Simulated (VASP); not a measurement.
# A VASP study of GePt (r2SCAN): structure first, properties next, part 4 of 5

Aim: relax GePt, then compute properties on the relaxed cell. The start is a cell from a database of measured crystal structures.

VASP 6.6.1; r2SCAN; plane waves and PAW (Ge_d, Pt).

So far. Step 5 (Bands along the symmetry lines (r2SCAN)): There is no gap at this level. Step 6 (Total and projected DOS (r2SCAN)): The finer mesh and the other smearing move the Fermi level by +0.04 eV from the 5×7×5 run, a small shift, which tests the Fermi level alone. Of the states within 0.3 eV of the Fermi level, the largest shares in the PAW spheres are Pt d 49 %, Ge p 14 % and Ge s 9 %. The relaxed cell has a, b, c = 5.760, 3.724, 6.122 Å (conventional setting).

## (7) Zone-centre phonons (r2SCAN)

Zone-centre modes test whether the atoms sit at a minimum within this cell. IBRION = 6 takes the force constants from differences of forces between displaced cells, so the forces must be tight.

INCAR

```
SYSTEM = GePt
PREC = Accurate
ENCUT = 410
EDIFF = 1E-08
NELM = 100
ISMEAR = 1
SIGMA = 0.2
LREAL = .FALSE.
ALGO = Normal
METAGGA = R2SCAN
LASPH = .TRUE.
NBANDS = 59
LORBIT = 11
LWAVE = .FALSE.
LCHARG = .FALSE.
KPAR = 4
IBRION = 6
NFREE = 2
POTIM = 0.015
ISIF = 2
NSW = 1
```

POSCAR

```
GePt
1.0
    5.7597635835      0.0000000000      0.0000000000
    0.0000000000      3.7237183874      0.0000000000
    0.0000000000      0.0000000000      6.1216618447
Ge Pt
4 4
Direct
    0.1870131780      0.2500000000      0.5878598857
    0.3129868220      0.7500000000      0.0878598857
    0.6870131780      0.2500000000      0.9121401143
    0.8129868220      0.7500000000      0.4121401143
    0.9973084321      0.2500000000      0.1936115873
    0.5026915679      0.7500000000      0.6936115873
    0.4973084321      0.2500000000      0.3063884127
    0.0026915679      0.7500000000      0.8063884127
```

KPOINTS

```
Automatic mesh
0
Gamma
5 8 5
0 0 0
```

Potentials, in the order of the species: Ge_d and Pt (PBE family, release 64).

Command:

```console
$ mpirun -np 4 vasp_std
```

Log:

```text
[... set-up lines as in an earlier step ...]
 entering main loop
       N       E                     dE             d eps       ncg     rms          rms(c)
DAV:   1     0.904713390844E+03    0.90471E+03   -0.36835E+04  7065   0.377E+03
DAV:   2    -0.721440348091E+02   -0.97686E+03   -0.93117E+03  5310   0.982E+02
DAV:   3    -0.269100082415E+03   -0.19696E+03   -0.18463E+03  5644   0.225E+02
DAV:   4    -0.284006069055E+03   -0.14906E+02   -0.14468E+02  6232   0.720E+01
DAV:   5    -0.284455210659E+03   -0.44914E+00   -0.44684E+00  5969   0.128E+01    0.218E+01
DAV:   6    -0.265611791211E+03    0.18843E+02   -0.15019E+01  5555   0.207E+01    0.111E+01
DAV:   7    -0.265313153699E+03    0.29864E+00   -0.12936E+00  5807   0.689E+00    0.581E+00
DAV:   8    -0.265321383347E+03   -0.82296E-02   -0.16306E-01  6504   0.183E+00    0.130E+00
DAV:   9    -0.265304620359E+03    0.16763E-01   -0.53444E-02  6131   0.153E+00    0.236E-01
DAV:  10    -0.265305675253E+03   -0.10549E-02   -0.69771E-03  5630   0.345E-01    0.111E-01
DAV:  11    -0.265305700978E+03   -0.25724E-04   -0.34462E-04  7177   0.140E-01    0.598E-02
DAV:  12    -0.265305648510E+03    0.52468E-04   -0.44357E-05  6433   0.377E-02    0.131E-02
DAV:  13    -0.265305643585E+03    0.49250E-05   -0.11326E-05  6086   0.162E-02    0.266E-03
DAV:  14    -0.265305644190E+03   -0.60561E-06   -0.90194E-07  6142   0.663E-03    0.912E-04
DAV:  15    -0.265305643064E+03    0.11264E-05   -0.84916E-08  5132   0.200E-03    0.853E-04
DAV:  16    -0.265305643266E+03   -0.20173E-06   -0.21494E-08  3981   0.859E-04    0.217E-04
DAV:  17    -0.265305643305E+03   -0.39357E-07   -0.38732E-09  2973   0.346E-04    0.348E-05
DAV:  18    -0.265305643288E+03    0.16686E-07   -0.60805E-10  2943   0.177E-04    0.260E-05
DAV:  19    -0.265305643317E+03   -0.28613E-07   -0.19495E-10  2934   0.991E-05    0.595E-06
DAV:  20    -0.265305643326E+03   -0.93114E-08   -0.64591E-11  2910   0.560E-05
   1 F= -.26530564E+03 E0= -.26530625E+03  d E =0.183245E-02
 Found     6 degrees of freedom:
 Finite differences POTIM= 0.01500 DOF=   6
 bond charge predicted
       N       E                     dE             d eps       ncg     rms          rms(c)
DAV:   1    -0.265302898458E+03    0.27449E-02   -0.10020E+00  9023   0.460E+00    0.113E-01
DAV:   2    -0.265304573601E+03   -0.16751E-02   -0.10493E-02  9589   0.747E-01    0.668E-02
DAV:   3    -0.265304597048E+03   -0.23446E-04   -0.37317E-04 10199   0.450E-01    0.305E-02
DAV:   4    -0.265304604778E+03   -0.77306E-05   -0.57597E-05  9888   0.905E-02    0.133E-02
DAV:   5    -0.265304606862E+03   -0.20842E-05   -0.18888E-05  9820   0.118E-01    0.358E-03
DAV:   6    -0.265304607367E+03   -0.50453E-06   -0.31085E-06  9226   0.158E-02    0.157E-03
DAV:   7    -0.265304607485E+03   -0.11840E-06   -0.45741E-07  9495   0.112E-02    0.664E-04
DAV:   8    -0.265304607489E+03   -0.39799E-08   -0.42514E-08  6500   0.531E-03
   2 F= -.26530461E+03 E0= -.26530519E+03  d E =0.174206E-02
[... from here on, the cycles between the ionic steps are left out ...]
   3 F= -.26530453E+03 E0= -.26530517E+03  d E =0.193126E-02
   4 F= -.26530477E+03 E0= -.26530538E+03  d E =0.183004E-02
   5 F= -.26530477E+03 E0= -.26530538E+03  d E =0.183005E-02
   6 F= -.26530446E+03 E0= -.26530506E+03  d E =0.177138E-02
   7 F= -.26530467E+03 E0= -.26530530E+03  d E =0.189055E-02
   8 F= -.26530450E+03 E0= -.26530516E+03  d E =0.195297E-02
   9 F= -.26530444E+03 E0= -.26530500E+03  d E =0.168121E-02
  10 F= -.26530501E+03 E0= -.26530563E+03  d E =0.184742E-02
  11 F= -.26530501E+03 E0= -.26530563E+03  d E =0.184743E-02
  12 F= -.26530413E+03 E0= -.26530466E+03  d E =0.159061E-02
 Finite differences progress:
  Degree of freedom:   6/  6
  Displacement:        1/  2
  Total:              11/ 12
 bond charge predicted
       N       E                     dE             d eps       ncg     rms          rms(c)
DAV:   1    -0.265288895384E+03    0.15238E-01   -0.43011E+00  9070   0.558E+00    0.230E-01
DAV:   2    -0.265305340771E+03   -0.16445E-01   -0.70467E-02 10961   0.132E+00    0.150E-01
DAV:   3    -0.265305200084E+03    0.14069E-03   -0.17448E-03  9185   0.215E-01    0.111E-01
DAV:   4    -0.265305075671E+03    0.12441E-03   -0.10125E-03 10275   0.155E-01    0.287E-02
DAV:   5    -0.265305085625E+03   -0.99532E-05   -0.78506E-05 11994   0.868E-02    0.228E-02
DAV:   6    -0.265305075635E+03    0.99895E-05   -0.20199E-05  8258   0.237E-02    0.125E-02
DAV:   7    -0.265305072972E+03    0.26632E-05   -0.13455E-05  8174   0.236E-02    0.281E-03
DAV:   8    -0.265305073124E+03   -0.15239E-06   -0.12728E-06 11084   0.888E-03    0.922E-04
DAV:   9    -0.265305073110E+03    0.13770E-07   -0.60430E-08  7796   0.302E-03    0.598E-04
DAV:  10    -0.265305073096E+03    0.14179E-07   -0.15943E-08  4720   0.105E-03    0.184E-04
DAV:  11    -0.265305073089E+03    0.75597E-08   -0.64830E-09  4264   0.932E-04
  13 F= -.26530507E+03 E0= -.26530576E+03  d E =0.206739E-02
 Finite differences progress:
  Degree of freedom:   6/  6
  Displacement:        2/  2
  Total:              12/ 12
```

Elapsed: 68 min, on 4 MPI ranks of AMD EPYC 7R43, shared host; peak memory 2.8 GiB; 4.5 h of CPU time.

OUTCAR, selected parts (step 7):

```text
   k-points           NKPTS =     45   k-points in BZ     NKDIM =     45   number of bands    NBANDS=     59

   NELECT =      96.0000    total number of electrons

 E-fermi :   9.4085

 k-point     1 :       0.0000    0.0000    0.0000
  band No.  band energies     occupation
    ...
     44       6.5866      2.00000
     45       6.7932      2.00000
     46       7.8451      2.00000
     47       7.8806      2.00000
     48       8.4057      2.00000
     49      10.1459     -0.00000
     50      10.4465     -0.00000
     51      12.4873     -0.00000
     52      12.8565     -0.00000
     53      12.9465     -0.00000
    ...

  Total       -0.0593685     -0.0647276     -0.1999476      0.0000000      0.0000000      0.0481472
  in kB       -0.7244620     -0.7898579     -2.4399220      0.0000000      0.0000000      0.5875307
  external PRESSURE =      -1.3180806 kB  Pullay stress =       0.0000000 kB

 POSITION                                       TOTAL-FORCE (eV/Angst)
 -----------------------------------------------------------------------------------
      1.07715      0.93093      3.59868        -0.002328      0.000000     -0.032845
      1.80273      2.79279      0.53785        -0.003999      0.000000     -0.011865
      3.95703      0.93093      5.58381        -0.034675      0.000000     -0.026575
      4.68261      2.79279      2.52298         0.026204      0.000000     -0.036204
      5.74426      0.93093      1.17022         0.011614      0.000000      0.106730
      2.89538      2.79279      4.24606        -0.001264      0.000000     -0.022991
      2.86438      0.93093      1.87561        -0.002818      0.000000      0.036422
      0.01550      2.79279      4.93644         0.007267      0.000000     -0.012672
 -----------------------------------------------------------------------------------
    total drift:                               -0.000217      0.000000     -0.000156

  FREE ENERGIE OF THE ION-ELECTRON SYSTEM (eV)
  ---------------------------------------------------
  free  energy   TOTEN  =      -265.3050730887 eV

  energy  without entropy=     -265.3071404824  energy(sigma->0) =     -265.30576222

 Eigenvectors and eigenvalues of the dynamical matrix
 ----------------------------------------------------

   1 f  =    7.630829 THz    47.945913 2PiTHz  254.537059 cm-1    31.558559 meV
             X         Y         Z           dx          dy          dz
      1.077152  0.930930  3.598679     0.410660   -0.000000   -0.245821
      1.802730  2.792789  0.537849     0.410660   -0.000000    0.245821
      3.957033  0.930930  5.583813    -0.410660    0.000000   -0.245821
      4.682612  2.792789  2.522982    -0.410660   -0.000000    0.245821
      5.744261  0.930930  1.185225     0.144395    0.000000    0.009003
      2.895385  2.792789  4.246056     0.144395   -0.000000   -0.009003
      2.864379  0.930930  1.875606    -0.144395    0.000000    0.009003
      0.015503  2.792789  4.936437    -0.144395    0.000000   -0.009003

   2 f  =    7.357530 THz    46.228725 2PiTHz  245.420786 cm-1    30.428286 meV
             X         Y         Z           dx          dy          dz
      1.077152  0.930930  3.598679     0.200899   -0.000000   -0.439945
      1.802730  2.792789  0.537849     0.200899    0.000000    0.439945
      3.957033  0.930930  5.583813     0.200899    0.000000    0.439945
      4.682612  2.792789  2.522982     0.200899    0.000000   -0.439945
      5.744261  0.930930  1.185225    -0.122833   -0.000000    0.031629
      2.895385  2.792789  4.246056    -0.122833   -0.000000   -0.031629
      2.864379  0.930930  1.875606    -0.122833   -0.000000   -0.031629
      0.015503  2.792789  4.936437    -0.122833    0.000000    0.031629

   3 f  =    6.941131 THz    43.612411 2PiTHz  231.531199 cm-1    28.706197 meV
             X         Y         Z           dx          dy          dz
      1.077152  0.930930  3.598679    -0.328846   -0.000000    0.303060
[...]
3.957033  0.930930  5.583813    -0.284676   -0.000000    0.362800
      4.682612  2.792789  2.522982    -0.284676    0.000000   -0.362800
      5.744261  0.930930  1.185225    -0.189687   -0.000000   -0.036814
      2.895385  2.792789  4.246056    -0.189687    0.000000    0.036814
      2.864379  0.930930  1.875606     0.189687   -0.000000   -0.036814
      0.015503  2.792789  4.936437     0.189687    0.000000    0.036814

   7 f  =    5.548027 THz    34.859283 2PiTHz  185.062267 cm-1    22.944786 meV
             X         Y         Z           dx          dy          dz
      1.077152  0.930930  3.598679    -0.000000   -0.475437   -0.000000
      1.802730  2.792789  0.537849    -0.000000   -0.475437    0.000000
      3.957033  0.930930  5.583813    -0.000000    0.475437   -0.000000
      4.682612  2.792789  2.522982     0.000000    0.475437    0.000000
      5.744261  0.930930  1.185225     0.000000   -0.154790    0.000000
      2.895385  2.792789  4.246056    -0.000000   -0.154790   -0.000000
      2.864379  0.930930  1.875606    -0.000000    0.154790   -0.000000
      0.015503  2.792789  4.936437     0.000000    0.154790    0.000000

   8 f  =    5.369667 THz    33.738614 2PiTHz  179.112817 cm-1    22.207149 meV
             X         Y         Z           dx          dy          dz
      1.077152  0.930930  3.598679    -0.000000    0.427461   -0.000000
      1.802730  2.792789  0.537849    -0.000000    0.427461    0.000000
      3.957033  0.930930  5.583813     0.000000    0.427461   -0.000000
      4.682612  2.792789  2.522982    -0.000000    0.427461    0.000000
      5.744261  0.930930  1.185225    -0.000000   -0.259379   -0.000000
      2.895385  2.792789  4.246056    -0.000000   -0.259379   -0.000000
      2.864379  0.930930  1.875606     0.000000   -0.259379    0.000000
      0.015503  2.792789  4.936437     0.000000   -0.259379   -0.000000

   9 f  =    5.319523 THz    33.423549 2PiTHz  177.440187 cm-1    21.999769 meV
             X         Y         Z           dx          dy          dz
      1.077152  0.930930  3.598679    -0.000000    0.483133   -0.000000
      1.802730  2.792789  0.537849    -0.000000   -0.483133    0.000000
      3.957033  0.930930  5.583813    -0.000000   -0.483133    0.000000
      4.682612  2.792789  2.522982     0.000000    0.483133    0.000000
      5.744261  0.930930  1.185225    -0.000000   -0.128775   -0.000000
      2.895385  2.792789  4.246056    -0.000000    0.128775   -0.000000
      2.864379  0.930930  1.875606     0.000000    0.128775   -0.000000
      0.015503  2.792789  4.936437     0.000000   -0.128775   -0.000000

  10 f  =    4.578567 THz    28.767983 2PiTHz  152.724544 cm-1    18.935422 meV
             X         Y         Z           dx          dy          dz
      1.077152  0.930930  3.598679    -0.266760    0.000000   -0.409531
      1.802730  2.792789  0.537849     0.266760    0.000000   -0.409531
      3.957033  0.930930  5.583813    -0.266760    0.000000    0.409531
      4.682612  2.792789  2.522982     0.266760    0.000000    0.409531
      5.744261  0.930930  1.185225    -0.031187   -0.000000    0.100750
      2.895385  2.792789  4.246056     0.031187    0.000000    0.100750
      2.864379  0.930930  1.875606    -0.031187   -0.000000   -0.100750
      0.015503  2.792789  4.936437     0.031187   -0.000000   -0.100750

  11 f  =    4.356947 THz    27.375505 2PiTHz  145.332104 cm-1    18.018876 meV
             X         Y         Z           dx          dy          dz
      1.077152  0.930930  3.598679     0.127474    0.000000    0.217346
      1.802730  2.792789  0.537849    -0.127474    0.000000    0.217346
      3.957033  0.930930  5.583813    -0.127474    0.000000    0.217346
      4.682612  2.792789  2.522982     0.127474   -0.000000    0.217346
    [... 144 further lines ...]
      2.895385  2.792789  4.246056    -0.430317   -0.000000   -0.004521
      2.864379  0.930930  1.875606    -0.430317   -0.000000   -0.004521
      0.015503  2.792789  4.936437    -0.430317   -0.000000    0.004521

 ELASTIC MODULI CONTR FROM IONIC RELAXATION (kBar)
 Direction    XX          YY          ZZ          XY          YZ          ZX
 --------------------------------------------------------------------------------
 XX        -237.3884    -40.4317   -305.7303     -0.0000      0.0000      0.0000
 YY         -40.4317   -387.5076     44.0492      0.0000     -0.0000      0.0000
 ZZ        -305.7303     44.0492   -426.5216     -0.0000      0.0000      0.0000
 XY          -0.0000      0.0000     -0.0000    -52.6759      0.0000     -0.0000
 YZ           0.0000     -0.0000      0.0000      0.0000   -201.6495     -0.0000
 ZX           0.0000      0.0000      0.0000     -0.0000     -0.0000    -70.6576
 --------------------------------------------------------------------------------

[... 7 parts as in an earlier step ...]

[... 9 further parts left out ...]
```

The last energy, forces, stress and levels in OUTCAR belong to the last displaced cell, not to the cell of POSCAR.

This step gave:

| Quantity | Value |
| --- | --- |
| bands | 59 |
| irreducible k-points | 45 |
| pressure of the cell | -0.1001 GPa |
| largest force of the cell | 0.03215 eV/Å |

The modes at Γ (shares of kinetic energy by element, %):

```
mode  frequency (cm⁻¹)  symmetry  Ge %  Pt %
   1              -2.0  acoustic    26    74
   2              -1.7  acoustic    28    72
   3              -0.4  acoustic    27    73
   4              36.1        Au     7    93
   5              66.0        Bg    10    90
   6              71.9        Bg    20    80
   7              75.8        Bu    10    90
   8              76.5        Ag     2    98
   9             108.9        Ag    18    82
  10             117.8        Bu    67    33
  11             124.5        Bg    21    79
  12             128.8        Bg     2    98
  13             142.1        Bu    71    29
  14             145.3        Bu    25    75
  15             152.7        Ag    96     4
  16             177.4        Au    93     7
  17             179.1        Bu    73    27
  18             185.1        Bg    90    10
  19             190.8        Bg    85    15
  20             192.9        Bg    80    20
  21             217.5        Ag    85    15
  22             231.5        Bu    80    20
  23             245.4        Bu    94     6
  24             254.5        Bg    92     8
```

Displacements in mode 4 (36.1 cm⁻¹), the largest set to 1:
```
Ge1  0.00  0.44  0.00
Ge2  0.00 -0.44  0.00
Ge3  0.00 -0.44  0.00
Ge4  0.00  0.44  0.00
Pt5  0.00  1.00  0.00
Pt6  0.00 -1.00  0.00
Pt7  0.00 -1.00  0.00
Pt8  0.00  1.00  0.00
```

Displacements in mode 18 (185.1 cm⁻¹), the largest set to 1:
```
Ge1  0.00 -1.00  0.00
Ge2  0.00 -1.00  0.00
Ge3  0.00  1.00  0.00
Ge4  0.00  1.00  0.00
Pt5  0.00 -0.20  0.00
Pt6  0.00 -0.20  0.00
Pt7  0.00  0.20  0.00
Pt8  0.00  0.20  0.00
```

The three acoustic modes lie within 2.0 cm⁻¹ of zero, and all others are real. By the characters of their eigenvectors the optical modes sort into (cm⁻¹) Raman active: Bg 66, Bg 72, Ag 76, Ag 109, Bg 125, Bg 129, Ag 153, Bg 185, Bg 191, Bg 193 and more; infrared active: Bu 76, Bu 118, Bu 142, Bu 145, Bu 179, Bu 232, Bu 245; silent: Au 36, Au 177. B labels carry no number here, since it depends on the setting of the axes. With a centre of inversion no mode is active in both.

(Part 4 of 5 ends here.)

[Lines on the potential files, build, host, timing and source positions are cut from VASP's logs without a mark.]

[Logs are printed without paths, hosts, clocks, repeated set-up lines and the standing remarks that a program may print on its own settings, such as how far it seeks lower states.]

[Hosts, paths, dates, database ids (printed as entryN), source tags and the programs' standing remarks are cut or masked in the printed files.]

[A measured line is paired with the nearest computed mode of its activity, which favours agreement.]
